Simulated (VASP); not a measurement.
Given:

```
La2O3
1.0
    1.95917    -3.39338     0.00000
    1.95917     3.39338     0.00000
    0.00000     0.00000     6.03845
La O
2 3
Direct
  0.33333   0.66667   0.24461
  0.66667   0.33333   0.75539
  0.00000   0.00000   0.00000
  0.33333   0.66667   0.64653
  0.66667   0.33333   0.35347
```

The numbers are results of vdW-DF-cx, VASP's PBE PAW potentials (set 64) (plane waves; VASP), not measurements. Run with 520 eV cut-off, Gaussian smearing of 0.050 eV, potentials La O.

Question: Give the energies of bands 12 to 23 at the high-symmetry points, in eV from the valence-band maximum.

Answer: 
```json
[
 {"band": "12", "Γ": "-2.46", "M": "-2.24", "K": "-1.62", "A": "-2.79", "L": "-3.06", "H": "-2.35"},
 {"band": "13", "Γ": "-2.46", "M": "-2.06", "K": "-1.62", "A": "-2.79", "L": "-2.21", "H": "-2.35"},
 {"band": "14", "Γ": "-2.21", "M": "-1.97", "K": "-1.62", "A": "-2.67", "L": "-1.51", "H": "-1.71"},
 {"band": "15", "Γ": "-2.21", "M": "-1.29", "K": "-1.30", "A": "-1.92", "L": "-1.24", "H": "-1.41"},
 {"band": "16", "Γ": "-2.08", "M": "-0.76", "K": "-1.30", "A": "-1.92", "L": "-1.00", "H": "-1.41"},
 {"band": "17", "Γ": "-1.72", "M": "-0.74", "K": "-0.85", "A": "-1.03", "L": "-0.95", "H": "-0.61"},
 {"band": "18", "Γ": "-0.42", "M": "-0.65", "K": "-0.85", "A": "-0.84", "L": "-0.74", "H": "-0.29"},
 {"band": "19", "Γ": "-0.42", "M": "-0.43", "K": "-0.82", "A": "-0.31", "L": "-0.37", "H": "-0.29"},
 {"band": "20", "Γ": "-0.14", "M": "-0.30", "K": "-0.10", "A": "-0.31", "L": "0.00", "H": "-0.21"},
 {"band": "21", "Γ": "4.30", "M": "3.85", "K": "3.82", "A": "4.71", "L": "4.45", "H": "4.25"},
 {"band": "22", "Γ": "4.57", "M": "4.74", "K": "4.78", "A": "4.72", "L": "4.64", "H": "4.86"},
 {"band": "23", "Γ": "4.57", "M": "5.25", "K": "4.78", "A": "4.72", "L": "5.13", "H": "4.99"}
]
```

The gap is indirect, 3.82 eV, from the valence maximum at L to the conduction minimum at K.

The compound is La2O3 in the a-type structure. It was relaxed first.
